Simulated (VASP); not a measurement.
# SnTe: cell size and functional, part 2 of 2

How much does the relaxed cell of SnTe depend on the functional? The starting structure is a measured crystal structure from the Crystallography Open Database. The first relaxation on each setting starts from this cell expanded by 3 % in volume.

VASP 6.6.1.

Results so far: PBEsol 31.06 Å³ an atom; LDA 30.33 Å³ an atom; PBE 32.98 Å³ an atom; PBEsol + D3(BJ) 29.80 Å³ an atom.

### Step 6. Relaxation with r2SCAN

Level of this step: r2SCAN; plane waves and PAW (Te, Sn_d) (VASP).

r2SCAN adds the kinetic-energy density, costs more than a GGA and is run with LASPH.

INCAR reads:

```
SYSTEM = SnTe
PREC = Accurate
ENCUT = 450
EDIFF = 1E-06
NELM = 100
ISMEAR = 0
SIGMA = 0.03
LREAL = .FALSE.
ALGO = Normal
METAGGA = R2SCAN
LASPH = .TRUE.
NBANDS = 16
LORBIT = 11
LWAVE = .FALSE.
LCHARG = .FALSE.
KPAR = 4
IBRION = 2
NSW = 50
ISIF = 3
EDIFFG = -0.006
```

POSCAR reads:

```
SnTe
1.0
    0.0000000000      3.1877545079      3.1877545079
    3.1877545079      0.0000000000      3.1877545079
    3.1877545079      3.1877545079      0.0000000000
Te Sn
1 1
Direct
    0.5000000000      0.5000000000      0.5000000000
    0.0000000000      0.0000000000      0.0000000000
```

KPOINTS reads:

```
Automatic mesh
0
Gamma
6 6 6
0 0 0
```

Potentials, in the order of the species: Te and Sn_d (PBE family, release 64).

Command:

```sh
$ mpirun -np 4 vasp_std
```

What it wrote:

```text
[banner, memory and clock lines left out]
running    4 mpi-ranks, on    1 nodes
[...]
[... a notice as in an earlier step ...]

 LDA part: xc-table for (None), standard interpolation
 POSCAR, INCAR and KPOINTS ok, starting setup
[...]
entering main loop
       N       E                     dE             d eps       ncg     rms          rms(c)
DAV:   1     0.745932257632E+02    0.74593E+02   -0.93649E+03   520   0.132E+03
DAV:   2    -0.439427634547E+02   -0.11854E+03   -0.11571E+03   560   0.333E+02
DAV:   3    -0.535367026705E+02   -0.95939E+01   -0.95765E+01   632   0.879E+01
DAV:   4    -0.537857314737E+02   -0.24903E+00   -0.24897E+00   600   0.156E+01
[...]
DAV:  10    -0.506829076648E+02   -0.82157E-04   -0.14149E-04   688   0.110E-01    0.553E-02
DAV:  11    -0.506829324487E+02   -0.24784E-04   -0.55801E-05   672   0.666E-02    0.324E-02
DAV:  12    -0.506829318619E+02    0.58683E-06   -0.56109E-06   648   0.358E-02
   1 F= -.50682932E+02 E0= -.50682930E+02  d E =-.506829E+02
[...]
DAV:   4    -0.506829403389E+02    0.15953E-04   -0.47053E-05   544   0.668E-02    0.129E-02
DAV:   5    -0.506829339311E+02    0.64078E-05   -0.59169E-06   728   0.203E-02    0.754E-03
DAV:   6    -0.506829329195E+02    0.10116E-05   -0.12944E-06   400   0.937E-03    0.169E-03
DAV:   7    -0.506829331272E+02   -0.20776E-06   -0.14224E-07   304   0.384E-03
   2 F= -.50682933E+02 E0= -.50682933E+02  d E =-.126536E-05
 trial-energy change:   -0.000001  1 .order   -0.000042   -0.000228    0.000143
 step:   0.4496(harm=  0.6144)  dis= 0.00000  next Energy=   -50.682979 (dE=-0.475E-04)
[...]
N       E                     dE             d eps       ncg     rms          rms(c)
DAV:   1    -0.506837233028E+02   -0.79038E-03   -0.17382E-02   632   0.195E+00    0.163E-01
DAV:   2    -0.506831192764E+02    0.60403E-03   -0.10397E-03   640   0.481E-01    0.711E-02
DAV:   3    -0.506829702085E+02    0.14907E-03   -0.44912E-04   664   0.311E-01    0.137E-02
DAV:   4    -0.506829687656E+02    0.14429E-05   -0.14277E-05   552   0.367E-02    0.705E-03
DAV:   5    -0.506829693225E+02   -0.55697E-06   -0.17225E-06   536   0.111E-02
   3 F= -.50682969E+02 E0= -.50682968E+02  d E =-.374607E-04
[...]
reached required accuracy - stopping structural energy minimisation
```

Wall time 53 s (4 MPI ranks of AMD EPYC 7R43, shared host); peak memory 0.64 GiB; 3.4 min of CPU time.

Parts of OUTCAR (step 6):

```text
  Total        0.0057142      0.0057142      0.0057142      0.0000000      0.0000000      0.0000000
  in kB        0.1410552      0.1410552      0.1410552      0.0000000      0.0000000      0.0000000
  external PRESSURE =       0.1410552 kB  Pullay stress =       0.0000000 kB

 POSITION                                       TOTAL-FORCE (eV/Angst)
 -----------------------------------------------------------------------------------
      3.18969      3.18969      3.18969        -0.000000      0.000000      0.000000
      0.00000      0.00000      0.00000         0.000000     -0.000000     -0.000000
 -----------------------------------------------------------------------------------
    total drift:                                0.000000     -0.000000     -0.000000

  FREE ENERGIE OF THE ION-ELECTRON SYSTEM (eV)
  ---------------------------------------------------
  free  energy   TOTEN  =       -50.6829693225 eV

  energy  without entropy=      -50.6829674177  energy(sigma->0) =      -50.68296837

[... 2 parts as in an earlier step ...]

[... 2 further parts left out ...]
[key lines of the parts left out:]
E-fermi :   6.6242
```

With r2SCAN the relaxed cell holds 32.452 Å³ an atom, +3.19 % against the measured cell, with a = 6.379 Å. That is +4.49 % from PBEsol.

### Step 7. Relaxation with r2SCAN + rVV10

rVV10 adds a nonlocal correlation energy for dispersion.

INCAR: that of step 6 with these lines changed.

```diff
@@ -10,2 +10,6 @@
 METAGGA = R2SCAN
+LUSE_VDW = .TRUE.
+IVDW_NL = 2
+BPARAM = 11.95
+CPARAM = 0.0093
 LASPH = .TRUE.
```

POSCAR is that of step 6.

KPOINTS is that of step 6.

Command:

```sh
$ mpirun -np 4 vasp_std
```

What it wrote:

```text
[banner, memory and clock lines left out]
running    4 mpi-ranks, on    1 nodes
[...]
|                                                                             |
|               ----> ADVICE to this user running VASP <----                  |
|                                                                             |
|     You have switched on vdW-DFT.                                           |
|     This routine was written and supplied by Jiri Klimes. We recommend      |
|     that you carefully read and cite the following publications:            |
|       J. Klimes, D.R. Bowler, A. Michelides                                 |
|          J. Phys.: Cond Matt. 22 022201 (2010)                              |
|       J. Klimes, D.R. Bowler, A. Michelides                                 |
|          Phys. Rev. B. 83, 195131 (2011)                                    |
|     and references therein.                                                 |
|                                                                             |

[...]
DAV:   4    -0.501446035740E+02    0.97424E-05   -0.24578E-05   560   0.470E-02    0.929E-03
Total rVV10 correction in eV:      0.5353180    23.9347919
Total rVV10 correction in eV:      0.5353180    23.9347919
Total rVV10 correction in eV:      0.5353180    23.9347919
Total rVV10 correction in eV:      0.5353180    23.9347919
DAV:   5    -0.501445993236E+02    0.42504E-05   -0.30556E-06   584   0.148E-02    0.533E-03
Total rVV10 correction in eV:      0.5353449    23.9347919
Total rVV10 correction in eV:      0.5353449    23.9347919
Total rVV10 correction in eV:      0.5353449    23.9347919
Total rVV10 correction in eV:      0.5353449    23.9347919
DAV:   6    -0.501445984696E+02    0.85409E-06   -0.65145E-07   312   0.715E-03
Total rVV10 correction in eV:      0.5353544    23.9347919
Total rVV10 correction in eV:      0.5353544    23.9347919
Total rVV10 correction in eV:      0.5353544    23.9347919
Total rVV10 correction in eV:      0.5353544    23.9347919
Total rVV10 correction in eV:      0.5353475    23.9347919
Total rVV10 correction in eV:      0.5353475    23.9347919
Total rVV10 correction in eV:      0.5353475    23.9347919
Total rVV10 correction in eV:      0.5353475    23.9347919
   3 F= -.50144598E+02 E0= -.50144517E+02  d E =-.165473E-02
[...]
reached required accuracy - stopping structural energy minimisation
```

It took 2.4 min on 4 MPI ranks; peak memory 1.1 GiB.

From OUTCAR (step 7):

```text
  Total        0.0100041      0.0100041      0.0100041      0.0000000     -0.0000000      0.0000000
  in kB        0.2508140      0.2508140      0.2508140      0.0000000     -0.0000000      0.0000000
  external PRESSURE =       0.2508140 kB  Pullay stress =       0.0000000 kB

 POSITION                                       TOTAL-FORCE (eV/Angst)
 -----------------------------------------------------------------------------------
      3.17324      3.17324      3.17324        -0.000000      0.000000     -0.000000
      0.00000      0.00000      0.00000         0.000000     -0.000000      0.000000
 -----------------------------------------------------------------------------------
    total drift:                                0.000000     -0.000000     -0.000000

  FREE ENERGIE OF THE ION-ELECTRON SYSTEM (eV)
  ---------------------------------------------------
  free  energy   TOTEN  =       -50.1445984696 eV

  energy  without entropy=      -50.1444353677  energy(sigma->0) =      -50.14451692

[... 2 parts as in an earlier step ...]

[... 2 further parts left out ...]
[key lines of the parts left out:]
E-fermi :   6.8039
```

With r2SCAN + rVV10 the relaxed cell holds 31.953 Å³ an atom, +1.60 % against the measured cell, with a = 6.346 Å. That is +2.89 % from PBEsol.

### Step 8. Relaxation with optB86b-vdW

optB86b-vdW pairs nonlocal correlation with a less repulsive exchange of B86b form.

INCAR: that of step 7 with these lines changed.

```diff
@@ -9,7 +9,7 @@
 ALGO = Normal
-METAGGA = R2SCAN
+GGA = MK
+AGGAC = 0
 LUSE_VDW = .TRUE.
-IVDW_NL = 2
-BPARAM = 11.95
-CPARAM = 0.0093
+PARAM1 = 0.1234
+PARAM2 = 1
 LASPH = .TRUE.
```

POSCAR is that of step 7.

KPOINTS is that of step 7.

Command:

```sh
$ mpirun -np 4 vasp_std
```

What it wrote:

```text
[banner, memory and clock lines left out]
running    4 mpi-ranks, on    1 nodes
[...]
[... a notice as in an earlier step ...]

 [... a notice as in an earlier step ...]

 LDA part: xc-table for (Slater+PW92), standard interpolation
 POSCAR, INCAR and KPOINTS ok, starting setup
[...]
entering main loop
       N       E                     dE             d eps       ncg     rms          rms(c)
DAV:   1     0.122778788255E+03    0.12278E+03   -0.91454E+03   520   0.129E+03
DAV:   2     0.710433066274E+01   -0.11567E+03   -0.11295E+03   560   0.325E+02
DAV:   3    -0.243090365467E+01   -0.95352E+01   -0.95147E+01   640   0.858E+01
DAV:   4    -0.267910806136E+01   -0.24820E+00   -0.24815E+00   608   0.152E+01
[...]
DAV:  10    -0.262905185628E+01   -0.17901E-04   -0.14630E-04   616   0.101E-01    0.189E-02
DAV:  11    -0.262905884160E+01   -0.69853E-05   -0.39970E-05   648   0.471E-02    0.250E-02
DAV:  12    -0.262905815626E+01    0.68535E-06   -0.25153E-06   592   0.968E-03
[...]
DAV:   4    -0.262937301569E+01    0.73977E-04   -0.18469E-04   688   0.117E-01    0.470E-02
DAV:   5    -0.262934593250E+01    0.27083E-04   -0.17087E-05   712   0.314E-02    0.150E-02
DAV:   6    -0.262934557873E+01    0.35377E-06   -0.26827E-06   544   0.232E-02
   2 F= -.26293456E+01 E0= -.26290421E+01  d E =-.287422E-03
 trial-energy change:   -0.000287  1 .order   -0.000367   -0.000947    0.000213
 step:   0.7366(harm=  0.8162)  dis= 0.00000  next Energy=    -2.629375 (dE=-0.317E-03)
[...]
N       E                     dE             d eps       ncg     rms          rms(c)
DAV:   1    -0.263018162298E+01   -0.83569E-03   -0.17155E-02   624   0.191E+00    0.178E-01
DAV:   2    -0.262953591029E+01    0.64571E-03   -0.10750E-03   656   0.491E-01    0.675E-02
DAV:   3    -0.262938358918E+01    0.15232E-03   -0.41553E-04   640   0.283E-01    0.141E-02
DAV:   4    -0.262937684952E+01    0.67397E-05   -0.13118E-05   688   0.313E-02    0.130E-02
DAV:   5    -0.262937346532E+01    0.33842E-05   -0.98511E-07   352   0.849E-03    0.311E-03
DAV:   6    -0.262937325527E+01    0.21005E-06   -0.38000E-07   288   0.893E-03
   3 F= -.26293733E+01 E0= -.26290835E+01  d E =-.315099E-03
[...]
reached required accuracy - stopping structural energy minimisation
```

Run time: 87 s. Hardware: 4 MPI ranks; peak memory 1.4 GiB; 5.6 min of CPU time.

OUTCAR, selected parts (step 8):

```text
  Total       -0.0022966     -0.0022966     -0.0022966      0.0000000      0.0000000      0.0000000
  in kB       -0.0571434     -0.0571434     -0.0571434      0.0000000      0.0000000      0.0000000
  external PRESSURE =      -0.0571434 kB  Pullay stress =       0.0000000 kB

 POSITION                                       TOTAL-FORCE (eV/Angst)
 -----------------------------------------------------------------------------------
      3.18128      3.18128      3.18128         0.000000      0.000000      0.000000
      0.00000      0.00000      0.00000        -0.000000     -0.000000     -0.000000
 -----------------------------------------------------------------------------------
    total drift:                                0.000000     -0.000000     -0.000000

  FREE ENERGIE OF THE ION-ELECTRON SYSTEM (eV)
  ---------------------------------------------------
  free  energy   TOTEN  =        -2.6293732553 eV

  energy  without entropy=       -2.6287937840  energy(sigma->0) =       -2.62908352

[... 2 parts as in an earlier step ...]

[... 2 further parts left out ...]
[key lines of the parts left out:]
E-fermi :   6.5266
```

With optB86b-vdW the relaxed cell holds 32.196 Å³ an atom, +2.37 % against the measured cell, with a = 6.363 Å. That is +3.67 % from PBEsol.

### Step 9. Relaxation with TPSS

TPSS is an older meta-GGA.

INCAR: that of step 8 with these lines changed.

```diff
@@ -9,7 +9,3 @@
 ALGO = Normal
-GGA = MK
-AGGAC = 0
-LUSE_VDW = .TRUE.
-PARAM1 = 0.1234
-PARAM2 = 1
+METAGGA = TPSS
 LASPH = .TRUE.
```

POSCAR is that of step 8.

KPOINTS is that of step 8.

Command:

```sh
$ mpirun -np 4 vasp_std
```

What it wrote:

```text
[... set-up lines as in an earlier step ...]
 entering main loop
       N       E                     dE             d eps       ncg     rms          rms(c)
DAV:   1     0.999885672277E+02    0.99989E+02   -0.95004E+03   520   0.133E+03
DAV:   2    -0.132039857487E+02   -0.11319E+03   -0.11057E+03   536   0.329E+02
DAV:   3    -0.227618169764E+02   -0.95578E+01   -0.95160E+01   704   0.905E+01
DAV:   4    -0.229760278467E+02   -0.21421E+00   -0.21418E+00   584   0.142E+01
[...]
DAV:  12    -0.236417951672E+02   -0.56584E-06   -0.70348E-05   680   0.729E-02    0.214E-02
DAV:  13    -0.236417942861E+02    0.88112E-06   -0.19116E-05   664   0.389E-02    0.880E-03
DAV:  14    -0.236417945341E+02   -0.24800E-06   -0.13851E-06   608   0.101E-02
   1 F= -.23641795E+02 E0= -.23641679E+02  d E =-.236418E+02
[...]
N       E                     dE             d eps       ncg     rms          rms(c)
DAV:   1    -0.236534135992E+02   -0.11619E-01   -0.25951E-01   624   0.759E+00    0.633E-01
[...]
DAV:   7    -0.236422147623E+02   -0.15678E-05   -0.47642E-07   336   0.913E-03    0.177E-03
DAV:   8    -0.236422159223E+02   -0.11600E-05   -0.79626E-08   288   0.256E-03    0.735E-04
DAV:   9    -0.236422166967E+02   -0.77448E-06   -0.73315E-08   280   0.321E-03
   2 F= -.23642217E+02 E0= -.23642174E+02  d E =-.422163E-03
 trial-energy change:   -0.000422  1 .order   -0.000404   -0.000983    0.000174
 step:   0.8605(harm=  0.8495)  dis= 0.00000  next Energy=   -23.642229 (dE=-0.434E-03)
[...]
N       E                     dE             d eps       ncg     rms          rms(c)
DAV:   1    -0.236424465707E+02   -0.23065E-03   -0.50052E-03   632   0.104E+00    0.884E-02
DAV:   2    -0.236422584587E+02    0.18811E-03   -0.33105E-04   656   0.278E-01    0.354E-02
DAV:   3    -0.236422230807E+02    0.35378E-04   -0.11084E-04   648   0.149E-01    0.803E-03
DAV:   4    -0.236422256490E+02   -0.25683E-05   -0.34953E-06   544   0.185E-02    0.638E-03
DAV:   5    -0.236422293249E+02   -0.36759E-05   -0.52862E-07   296   0.638E-03    0.106E-03
DAV:   6    -0.236422297990E+02   -0.47416E-06   -0.10720E-07   280   0.389E-03
   3 F= -.23642230E+02 E0= -.23642180E+02  d E =-.435265E-03
[...]
reached required accuracy - stopping structural energy minimisation
```

It took 77 s on 4 MPI ranks; peak memory 0.65 GiB.

OUTCAR, selected parts (step 9):

```text
  Total       -0.0027366     -0.0027366     -0.0027366      0.0000000      0.0000000      0.0000000
  in kB       -0.0671882     -0.0671882     -0.0671882      0.0000000      0.0000000      0.0000000
  external PRESSURE =      -0.0671882 kB  Pullay stress =       0.0000000 kB

 POSITION                                       TOTAL-FORCE (eV/Angst)
 -----------------------------------------------------------------------------------
      3.19547      3.19547      3.19547        -0.000000      0.000000      0.000000
      0.00000      0.00000      0.00000         0.000000      0.000000     -0.000000
 -----------------------------------------------------------------------------------
    total drift:                                0.000000     -0.000000     -0.000000

  FREE ENERGIE OF THE ION-ELECTRON SYSTEM (eV)
  ---------------------------------------------------
  free  energy   TOTEN  =       -23.6422297990 eV

  energy  without entropy=      -23.6421300290  energy(sigma->0) =      -23.64217991

[... 2 parts as in an earlier step ...]

[... 2 further parts left out ...]
[key lines of the parts left out:]
E-fermi :   6.4074
```

With TPSS the relaxed cell holds 32.629 Å³ an atom, +3.75 % against the measured cell, with a = 6.391 Å. That is +5.06 % from PBEsol.

### Step 10. The runs compared

| level | volume (Å³/atom) | against the measured cell (%) | a (Å) | pressure left (GPa) | core minutes |
| --- | --- | --- | --- | --- | --- |
| PBEsol | 31.057 | -1.25 | 6.2866 | -0.01 | 1.49 |
| LDA | 30.333 | -3.55 | 6.2373 | 0.0 | 1.31 |
| PBE | 32.98 | 4.87 | 6.4138 | 0.01 | 1.64 |
| PBEsol + D3(BJ) | 29.801 | -5.24 | 6.2007 | 0.02 | 1.8 |
| r2SCAN | 32.452 | 3.19 | 6.3794 | 0.01 | 3.53 |
| r2SCAN + rVV10 | 31.953 | 1.6 | 6.3465 | 0.03 | 9.53 |
| optB86b-vdW | 32.196 | 2.37 | 6.3626 | -0.01 | 5.8 |
| TPSS | 32.629 | 3.75 | 6.3909 | -0.01 | 5.13 |

Core minutes are wall time times ranks, summed over the relaxations behind a row (those for a bulk modulus apart), on shared hosts.

### Step 11. What came out

```yaml
volume_pbesol: 31.06 Å³/atom
volume_lda: 30.33 Å³/atom
volume_pbe: 32.98 Å³/atom
volume_pbesol_d3_bj: 29.80 Å³/atom
volume_r2scan: 32.45 Å³/atom
volume_r2scan_rvv10: 31.95 Å³/atom
volume_optb86b_vdw: 32.20 Å³/atom
volume_tpss: 32.63 Å³/atom
```

In words: Across 8 levels the volume of SnTe spans 10.7 %, from 29.80 Å³ an atom (PBEsol + D3(BJ)) to 32.98 Å³ (PBE). Against the measured volume of the starting structure, PBEsol comes nearest (-1.3 %) and PBEsol + D3(BJ) lies farthest (-5.2 %). The measured cell holds zero-point expansion and, unless it was taken cold, thermal expansion, which the runs lack, so small differences decide nothing. Adding D3(BJ) to PBEsol changes the volume by -4.0 %. Adding rVV10 to r2SCAN changes the volume by -1.5 %. LASPH is on in some of these runs and off in others, which adds a little to the differences. All runs keep the symmetry of the start, so they can't find a distortion of lower symmetry. Further runs on this material are not shown.

[Lines on the potential files, build, host, timing and source positions are cut from VASP's logs without a mark.]

[Logs are printed without paths, hosts, clocks, repeated set-up lines and the standing remarks that a program may print on its own settings, such as how far it seeks lower states.]

[Hosts, paths, dates, database ids (printed as entryN), source tags and the programs' standing remarks are cut or masked in the printed files.]
